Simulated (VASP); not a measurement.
These are PBE GGA with D4 dispersion, VASP's PBE PAW potentials (set 64) (plane waves; VASP) values and carry that method's errors.

VASP ran on this input.

**INCAR**
```
! general
SYSTEM = KF
PREC   = Accurate
ENCUT  = 520
LREAL  = .False.
LASPH  = .True.
ICHARG = 11

! electronic loop
EDIFF  = 1E-7
NELM   = 100
ALGO   = Normal

! smearing
ISMEAR = 0
SIGMA  = 0.05

! functional
GGA    = PE
IVDW   = 13

! output
LWAVE  = .False.
LCHARG = .False.
LORBIT = 11
```

File KPOINTS:
```
k-points along high-symmetry lines
15
Line-mode
Reciprocal
  0.000000   0.000000   0.000000 ! GAMMA
  0.500000   0.000000   0.500000 ! X

  0.500000   0.000000   0.500000 ! X
  0.625000   0.250000   0.625000 ! U

  0.375000   0.375000   0.750000 ! K
  0.000000   0.000000   0.000000 ! GAMMA

  0.000000   0.000000   0.000000 ! GAMMA
  0.500000   0.500000   0.500000 ! L

  0.500000   0.500000   0.500000 ! L
  0.500000   0.250000   0.750000 ! W

  0.500000   0.250000   0.750000 ! W
  0.500000   0.000000   0.500000 ! X
```

### POSCAR
```
KF
3.8085880
  0.0000000000   0.7071067904   0.7071067904
  0.7071067904   0.0000000000   0.7071067904
  0.7071067904   0.7071067904   0.0000000000
K F
1 1
direct
  0.0000000000   0.0000000000   0.0000000000
  0.5000000000   0.5000000000   0.5000000000
```

POTCAR, in this order: K_sv F (PBE.64 set). Program: vasp_std. Read from the step before: CHGCAR.

The run wrote:

**OSZICAR**
```
       N       E                     dE             d eps       ncg     rms          rms(c)
DAV:   1     0.114811076141E+03    0.11481E+03   -0.83681E+03  2168   0.128E+03
DAV:   2    -0.224389525066E+01   -0.11705E+03   -0.10672E+03  2644   0.326E+02
DAV:   3    -0.772476875997E+01   -0.54809E+01   -0.54414E+01  2792   0.657E+01
DAV:   4    -0.790277926268E+01   -0.17801E+00   -0.17789E+00  3408   0.105E+01
DAV:   5    -0.790411230047E+01   -0.13330E-02   -0.13330E-02  2784   0.100E+00
DAV:   6    -0.790414701216E+01   -0.34712E-04   -0.34711E-04  3216   0.916E-02
DAV:   7    -0.790414716473E+01   -0.15257E-06   -0.15257E-06  2856   0.105E-02
DAV:   8    -0.790414716608E+01   -0.13447E-08   -0.13628E-08  1908   0.897E-04
   1 F= -.80427274E+01 E0= -.80427274E+01  d E =-.359820E-11
```

File OUTCAR:
```
 val. band max:       -2.8667036296   @ k =   0.0000   0.0000   0.0000

 cond. band min:       3.1763032439   @ k =   0.0000   0.0000   0.0000



 k-point     1 :       0.0000    0.0000    0.0000
  band No.  band energies     occupation
      1     -29.0708      2.00000
      2     -21.5110      2.00000
      3     -12.3380      2.00000
      4     -12.3380      2.00000
      5     -12.3380      2.00000
      6      -2.8667      2.00000
      7      -2.8667      2.00000
      8      -2.8667      2.00000
      9       3.1763      0.00000
     10       7.7459      0.00000
     11       7.7459      0.00000
     12       7.7459      0.00000

 k-point     2 :       0.0357    0.0000    0.0357
  band No.  band energies     occupation
      1     -29.0694      2.00000
      2     -21.5121      2.00000
      3     -12.3404      2.00000
      4     -12.3404      2.00000
      5     -12.3388      2.00000
      6      -2.8904      2.00000
      7      -2.8685      2.00000
      8      -2.8684      2.00000
      9       3.2243      0.00000
     10       7.6942      0.00000
     11       7.7788      0.00000
     12       7.7788      0.00000

 k-point     3 :       0.0714    0.0000    0.0714
  band No.  band energies     occupation
      1     -29.0653      2.00000
      2     -21.5151      2.00000
      3     -12.3476      2.00000
      4     -12.3476      2.00000
      5     -12.3421      2.00000
      6      -2.9557      2.00000
      7      -2.8734      2.00000
      8      -2.8734      2.00000
      9       3.3635      0.00000
     10       7.5488      0.00000
     11       7.8766      0.00000
     12       7.8766      0.00000

 k-point     4 :       0.1071    0.0000    0.1071
  band No.  band energies     occupation
      1     -29.0588      2.00000
      2     -21.5201      2.00000
      3     -12.3592      2.00000
      4     -12.3592      2.00000
      5     -12.3503      2.00000
      6      -3.0479      2.00000
      7      -2.8809      2.00000
...
```

The density is held fixed in this step, so its total energy and stress have no physical meaning.

The compound is KF in the rock salt structure. It was relaxed first.
